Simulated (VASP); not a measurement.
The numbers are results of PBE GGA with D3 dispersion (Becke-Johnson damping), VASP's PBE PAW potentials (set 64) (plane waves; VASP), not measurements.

The input files of a VASP run:

KPOINTS:
```
Automatic mesh
0
Gamma
5 5 3
0 0 0
```

POSCAR:
```
Er2Te3
1
    4.8691550000     0.0000000000     0.0000000000
   -2.4345780000     4.2168120000     0.0000000000
    0.0000000000     0.0000000000     7.5868810000
Er Te
2 3
Direct
  0.3333330000   0.6666670000   0.2467000000
  0.6666670000   0.3333330000   0.7533000000
  0.0000000000   0.0000000000   0.0000000000
  0.3333330000   0.6666670000   0.6470000000
  0.6666670000   0.3333330000   0.3530000000
```

### INCAR
```
ALGO  =  Normal
EDIFF  =  1E-6
ENCUT  =  400
GGA  =  PE
ISIF  =  2
ISMEAR  =  0
IVDW  =  12
LASPH  =  .True.
LCHARG  =  .False.
LMAXMIX  =  6
LREAL  =  .False.
LWAVE  =  .False.
NELM  =  100
PREC  =  Accurate
SIGMA  =  0.05
SYSTEM  =  Er2Te3
```

POTCAR, in this order: Er_3 Te (PBE.64 set). Program: vasp_std.

Question: What will the output report for the number of irreducible k-points (NKPTS), number of bands (NBANDS), largest plane-wave count, number of space-group operations, FFT grid (NGX, NGY, NGZ)?

Answer: 
| Item | Value |
|---|---|
| number of irreducible k-points (NKPTS) | 12 |
| number of bands (NBANDS) | 22 |
| largest plane-wave count | 2850 |
| number of space-group operations | 12 |
| FFT grid (NGX, NGY, NGZ) | 32 × 32 × 50 |

The structure was generated: Er2Te3 was put into the A-La2O3 type (P-3m1), which need not be its known phase. The cell was not relaxed at this level. The run is one of a series of settings (IVDW = 12 against the base run), some of them coarse on purpose. The 4f electrons are frozen in the core of the lanthanide potential, so 4f levels, which can set the real gap, and their magnetism are missing.
